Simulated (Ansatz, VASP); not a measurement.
This is a calculation of GaF for VASP 6.6.1.

File INCAR:

```
PREC = Accurate
ENCUT = 520
EDIFF = 1E-7
ISMEAR = -1
SIGMA = 0.05
LREAL = F
LASPH = T
NELM = 60
ALGO = Normal
ISIF = 2
LWAVE = F
LCHARG = F
GGA = PE
NBANDS = 17
```

File KPOINTS:

```
regular mesh
0
Gamma
  9 9 9
```

The input POSCAR:

```
GaF
1.0
    0.0000000000      2.5769602800      2.5769602800
    2.5769602800      0.0000000000      2.5769602800
    2.5769602800      2.5769602800      0.0000000000
Ga F
1 1
Direct
    0.2500000000      0.2500000000      0.2500000000
    0.0000000000      0.0000000000      0.0000000000
```

The input KPOINTS_OPT:

```
path GXWKGLUWLK,UX
15
line-mode
reciprocal
 0.0000000000  0.0000000000  0.0000000000  G
 0.5000000000  0.0000000000  0.5000000000  X

 0.5000000000  0.0000000000  0.5000000000  X
 0.5000000000  0.2500000000  0.7500000000  W

 0.5000000000  0.2500000000  0.7500000000  W
 0.3750000000  0.3750000000  0.7500000000  K

 0.3750000000  0.3750000000  0.7500000000  K
 0.0000000000  0.0000000000  0.0000000000  G

 0.0000000000  0.0000000000  0.0000000000  G
 0.5000000000  0.5000000000  0.5000000000  L

 0.5000000000  0.5000000000  0.5000000000  L
 0.6250000000  0.2500000000  0.6250000000  U

 0.6250000000  0.2500000000  0.6250000000  U
 0.5000000000  0.2500000000  0.7500000000  W

 0.5000000000  0.2500000000  0.7500000000  W
 0.5000000000  0.5000000000  0.5000000000  L

 0.5000000000  0.5000000000  0.5000000000  L
 0.3750000000  0.3750000000  0.7500000000  K

 0.6250000000  0.2500000000  0.6250000000  U
 0.5000000000  0.0000000000  0.5000000000  X
```

Potentials or basis: VASP PAW PBE potentials, release 64 (Ga_d, F).

Run with:

```sh
$ cat potpaw_PBE.64/Ga_d/POTCAR potpaw_PBE.64/F/POTCAR > POTCAR
$ mpirun -np 1 vasp_std > vasp.out
```

Q: Set up the same calculation for Ansatz 0.2.0. Potentials there: Ansatz PAW.

A: As run (the cutoff follows the program's own potentials):

input.yaml

```yaml
crystal:
  lattice:
    - [0.0, 2.57696028, 2.57696028]
    - [2.57696028, 0.0, 2.57696028]
    - [2.57696028, 2.57696028, 0.0]
  atoms:
    - { symbol: Ga, position: [0.25, 0.25, 0.25] }
    - { symbol: F, position: [0.0, 0.0, 0.0] }
hamiltonian:
  xc: pbe
  pseudopotentials: { kind: paw }
kpoints:
  mp_grid: { grid: [9, 9, 9] }
  band_path:
    path:
      - [[0.0, 0.0, 0.0], [0.5, 0.0, 0.5], [0.5, 0.25, 0.75], [0.375, 0.375, 0.75], [0.0, 0.0, 0.0], [0.5, 0.5, 0.5], [0.625, 0.25, 0.625], [0.5, 0.25, 0.75], [0.5, 0.5, 0.5], [0.375, 0.375, 0.75]]
      - [[0.625, 0.25, 0.625], [0.5, 0.0, 0.5]]
    npoints: 14
scf:
  occupations: { method: fermi_dirac, width: 0.05 }
  n_extra_bands: 6
output:
  forces: true
  stress: true
  eigenvalues: true
  fatbands: false
```

Potentials or basis: Ansatz PAW.

The run is started by

```sh
$ ansatz run input.yaml --threads 2 --pin off --max-ram 5632MiB --backend cpu --events-out ev --progress --plain --runs-dir out
```

Both were run:

|  | VASP | Ansatz | Ansatz less VASP |
| --- | --- | --- | --- |
| gap on the k mesh at the Fermi level (eV) | 1.01 | 1.01 | +0.004 |
| least direct gap on the mesh (eV) | 1.01 | 1.01 | +0.004 |
| gap along the band path (eV) | 0.78 | 0.79 | +0.005 |
| pressure (GPa) | 14.5 | 14.5 | -0.04 |

Caveats: the mesh misses the band edges, which the band path finds closer together (VASP); the k mesh misses the band edges, so the gap on the mesh is wider than the one along the path (Ansatz); the pressure holds a Pulay correction of +0.4 GPa for the finite cutoff (Ansatz).
